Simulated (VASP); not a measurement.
A convergence study with VASP on ZnS (zinc blende): one setting is varied, all else stays as given below, so the limit is that of these other settings.

```yaml
crystal:
  lattice:
    - [0.00000, 2.70500, 2.70500]
    - [2.70500, 0.00000, 2.70500]
    - [2.70500, 2.70500, 0.00000]
  atoms:
    - { symbol: Zn, position: [0.00000, 0.00000, 0.00000] }
    - { symbol: S, position: [0.25000, 0.25000, 0.25000] }
```

Level of theory: LDA (Ceperley-Alder, Perdew-Zunger), VASP's LDA PAW potentials (set 64) (plane waves; VASP). The tightest run used: 550 eV cut-off, 17×17×17 Γ-centred mesh, Gaussian smearing of 0.050 eV, potentials Zn S.

| setting | E (eV/atom) | pressure (GPa) | irreducible k-points |
|---|---|---|---|
| 1×1×1 mesh | 2.4664 | 46.09 | 1 |
| 2×2×2 mesh | -3.4178 | 1.14 | 3 |
| 3×3×3 mesh | -3.9674 | -3.30 | 4 |
| 4×4×4 mesh | -4.0604 | -4.26 | 8 |

These are the cheaper rows. Estimate the results at 17×17×17 mesh, and how far the last row shown lies from them.

```json
[
 {"quantity": "E (eV/atom)", "tightest run": "-4.0868", "last row shown is off by": "0.0264"},
 {"quantity": "pressure (GPa)", "tightest run": "-4.57", "last row shown is off by": "0.31"}
]
```

Left out are rungs that failed or repeat a setting and relaxations that didn't move; long series are thinned to 24 rows.

The compound is ZnS in the zinc blende structure. The cell was not relaxed at this level.
